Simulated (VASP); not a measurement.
VASP runs on FeO (rock salt, AFM-II order) share one base input (PBE GGA, plane waves, VASP's PBE PAW potentials (set 64)) and change the settings named in each case.

**INCAR**
```
SYSTEM = FeO
PREC = Accurate; ENCUT = 520; LREAL = .FALSE.
LASPH = .TRUE.
EDIFF = 1E-6; NELM = 100; ALGO = Normal
LMAXMIX = 4
ISMEAR = 0; SIGMA = 0.05
GGA = PE
MAGMOM = 4.0 -4.0 2*0.0
ISPIN = 2
ISIF = 2
LWAVE = .FALSE.; LCHARG = .FALSE.; LORBIT = 10
```

File KPOINTS:
```
Automatic mesh
0
Gamma
8 8 8
0 0 0
```

POSCAR:
```
FeO
1
    4.3300000000     2.1650000000     2.1650000000
    2.1650000000     4.3300000000     2.1650000000
    2.1650000000     2.1650000000     4.3300000000
Fe O
2 2
Direct
  0.0000000000   0.0000000000   0.0000000000
  0.5000000000   0.5000000000   0.5000000000
  0.2500000000   0.2500000000   0.2500000000
  0.7500000000   0.7500000000   0.7500000000
```

POTCAR, in this order: Fe O (PBE.64 set). Program: vasp_std.

```
change                             E(σ→0) (eV/atom)  pressure (GPa)  moment (μB)  −TS (eV)
---------------------------------  ----------------  --------------  -----------  --------
base run                                    -7.4492           -3.87         0.00   -0.0068
ISPIN = 1, the spin start removed           -6.7357          -27.19            -   -0.0256
MAGMOM = 0 0 0 0                            -6.7357          -27.21         0.00   -0.0256
MAGMOM = 0.8 -0.8 0.0 0.0                   -7.4492           -3.80         0.00   -0.0068
MAGMOM = 6.0 -2.0 0.0 0.0                   -7.4492           -3.88         0.00   -0.0068
MAGMOM = 4.0 4.0 0.0 0.0                        [?]             [?]          [?]       [?]
```

### Question
Fill in the missing entries.

### Answer

- MAGMOM = 4.0 4.0 0.0 0.0, E(σ→0) (eV/atom): -7.4640
- MAGMOM = 4.0 4.0 0.0 0.0, pressure (GPa): -2.64
- MAGMOM = 4.0 4.0 0.0 0.0, moment (μB): 8.00
- MAGMOM = 4.0 4.0 0.0 0.0, −TS (eV): -0.0037

Left out are runs that ran out of time, are held back, or changed the cell or the kind of run, fixed moments of cells without a moment, rows past the twelfth, gaps on odd meshes, pressures of charged cells and columns that move by less than the noise.

The compound is FeO in the rock salt, AFM-II order structure. The cell was not relaxed at this level.
